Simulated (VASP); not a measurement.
Data:

```
BiB
1.0
    0.00000     2.74461     2.74461
    2.74461     0.00000     2.74461
    2.74461     2.74461     0.00000
Bi B
1 1
Direct
  0.25000   0.25000   0.25000
  0.00000   0.00000   0.00000
```

Method: r2SCAN meta-GGA, VASP's PBE PAW potentials (set 64) (plane waves; VASP 6.6.1). Numerical set-up: 520 eV cut-off, 9×9×9 Γ-centred mesh, tetrahedra with Blöchl corrections, potentials Bi_d B.

Unless said otherwise, spin-orbit coupling is left out, though it shifts the bands of the heavy elements here.

Give the energies of bands 7 to 12 at the high-symmetry points, in eV from the valence-band maximum.

| band | Γ | X | U | L | W |
|---|---|---|---|---|---|
| 7 | 0.00 | -8.37 | -8.06 | -8.14 | -8.05 |
| 8 | 0.00 | -3.68 | -5.08 | -1.72 | -4.77 |
| 9 | 0.00 | -3.68 | -3.15 | -1.72 | -4.37 |
| 10 | 0.40 | 1.01 | 1.48 | 0.53 | 3.65 |
| 11 | 2.93 | 1.14 | 3.96 | 4.41 | 4.22 |
| 12 | 2.93 | 9.02 | 7.53 | 4.41 | 5.34 |

The gap is direct, 0.40 eV, from the valence maximum at Γ to the conduction minimum at Γ.

The structure was generated: BiB was put into the zincblende type (F-43m), which need not be its known phase. It was relaxed first, which changed the volume by -6 %.
